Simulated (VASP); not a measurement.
## AlInSb₂ (space group R3m): computed properties

These are PBEsol GGA, VASP's PBE PAW potentials (set 64) (plane waves; VASP) values and carry that method's errors.

For AlInSb$_{2}$, the space group is R3m (160). The cell is a = 4.4917 Å, b = 4.4917 Å, c = 21.8845 Å, α = 90.00°, β = 90.00°, γ = 120.00°. The volume per atom is 31.86 Å³/atom. The band gap (over mesh and band path) is 0.42 eV. The smallest direct gap (over mesh and band path) comes out as 0.42 eV and the band-edge character is direct, Γ to Γ. The density comes out as 5.02 g/cm³.

```
CELL_PARAMETERS angstrom
      2.24585     1.29664     7.29483
     -2.24585     1.29664     7.29483
      0.00000    -2.59329     7.29483
ATOMIC_POSITIONS crystal
  Al 0.00063 0.00063 0.00063
  In 0.49958 0.49958 0.49958
  Sb 0.87907 0.87907 0.87907
  Sb 0.37071 0.37071 0.37071
```

Unless said otherwise, spin-orbit coupling is left out, though it shifts the bands of the heavy elements here.

The structure comes from a computed database's AlInSb2 entry (R3m); how it stands against other phases isn't given here. It was relaxed first. Symmetry was kept, so distortions that lower it aren't found.
